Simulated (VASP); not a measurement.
VASP input:

File POSCAR:
```
AuAl2
1
    0.0000000000     2.9280529018     2.9280529018
    2.9280529018     0.0000000000     2.9280529018
    2.9280529018     2.9280529018     0.0000000000
Al Au
2 1
Direct
  0.2500000000   0.2500000000   0.2500000000
  0.7500000000   0.7500000000   0.7500000000
  0.0000000000   0.0000000000   0.0000000000
```

### KPOINTS
```
K-points
0
gamma
  9 9 9
```

### INCAR
```
SYSTEM = AuAl2
PREC = Accurate
ENCUT = 500
EDIFF = 1E-6
NELM = 100
ALGO = Normal
LREAL = .FALSE.
LASPH = .TRUE.
ISMEAR = 1
SIGMA = 0.1
GGA = PS
LMAXMIX = 6
LWAVE = .FALSE.
LCHARG = .FALSE.
IBRION = 2
ISIF = 3
NSW = 40
EDIFFG = -0.02
PSTRESS = 200
```

POTCAR, in this order: Al Au (PBE.64 set). Program: vasp_std.

Q: Translate this PBEsol calculation to Ansatz.

A: One equivalent input (not run):
Ansatz 0.2 input:
```yaml
crystal:
  lattice:
    - [0.0000000, 2.9280529, 2.9280529]
    - [2.9280529, 0.0000000, 2.9280529]
    - [2.9280529, 2.9280529, 0.0000000]
  atoms:
    - { symbol: Al, position: [0.2500000, 0.2500000, 0.2500000] }
    - { symbol: Al, position: [0.7500000, 0.7500000, 0.7500000] }
    - { symbol: Au, position: [0.0000000, 0.0000000, 0.0000000] }
kpoints:
  mp_grid: { grid: [9, 9, 9] }
hamiltonian:
  xc: pbesol
  pseudopotentials: { kind: paw }
scf:
  occupations: { method: methfessel_paxton, width: 0.1 }
  max_iter: 100
relax:
  max_steps: 40
  f_tol: 0.02
  cell: { p_target: 20 }
output: { forces: true, stress: true, eigenvalues: true }
```
What does not carry over: each code has its own PAW files, so the cut-off isn't converted (ENCUT is set for VASP's; basis.ecutwfc is left out, and Ansatz then takes the one that its files recommend); Ansatz stops its SCF on the density residual and VASP on the energy change (EDIFF).

The compound is AuAl2 in the fluorite structure. This run relaxes it under an external pressure of 20 GPa. Symmetry was kept, so distortions that lower it aren't found.
